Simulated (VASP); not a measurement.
A VASP calculation is set up with these files.

POSCAR:
```
PbTe
1.0
  0.0000000000   3.2010099942   3.2010099942
  3.2010099942   0.0000000000   3.2010099942
  3.2010099942   3.2010099942   0.0000000000
Te Pb
1 1
Cart
  3.2010099942   3.2010099942   3.2010099942
  3.2010099942   3.2010099942   0.0000000000
```

**KPOINTS**
```
Automatic mesh
0
Gamma
7 7 7
0 0 0
```

### INCAR
```
# general
SYSTEM  = PbTe
PREC    = Accurate
ENCUT   = 520   # plane-wave cut-off (eV)
LREAL   = .FALSE.
LASPH   = .TRUE.   # aspherical one-centre terms

# electronic loop
EDIFF   = 1E-7
NELM    = 100
ALGO    = Normal
LMAXMIX = 4

# smearing
ISMEAR  = 0   # Gaussian
SIGMA   = 0.05

# functional
GGA     = PE   # PBE
IVDW    = 12   # D3, Becke-Johnson

# ions
ISIF    = 2

# output
LWAVE   = .FALSE.
LCHARG  = .FALSE.
```

POTCAR, in this order: Te Pb_d (PBE.64 set). Program: vasp_std.

Problem. Write an equivalent input for Quantum ESPRESSO's pw.x.

Solution. One equivalent input (not run):
```
&CONTROL
  calculation = 'scf'
  pseudo_dir = './pseudo'
  outdir = './out'
  tprnfor = .true.
  tstress = .true.
/
&SYSTEM
  ibrav = 0
  nat = 2
  ntyp = 2
  ecutwfc = 82.3
  occupations = 'smearing'
  smearing = 'gaussian'
  degauss = 0.003675
  input_dft = 'pbe'
  vdw_corr = 'grimme-d3'
  dftd3_version = 4
  dftd3_threebody = .false.
/
&ELECTRONS
  conv_thr = 7.3e-09
  electron_maxstep = 100
/
ATOMIC_SPECIES
  Te 127.600 Te.upf
  Pb 207.200 Pb.upf
CELL_PARAMETERS angstrom
     0.0000000    3.2010100    3.2010100
     3.2010100    0.0000000    3.2010100
     3.2010100    3.2010100    0.0000000
ATOMIC_POSITIONS crystal
  Te   0.5000000  0.5000000  0.5000000
  Pb   0.0000000  0.0000000  1.0000000
K_POINTS automatic
  7 7 7 0 0 0
```
Limits of the translation: the potentials are each code's own (VASP's PAW set, PseudoDojo norm-conserving files in pw.x), so ENCUT and ecutwfc are chosen apart and not converted; conv_thr bounds pw.x's estimated SCF error, while EDIFF bounds the energy change between steps.

The compound is PbTe in the rock salt structure. This cell is one point of a volume scan, at 0.97 of the reference volume.
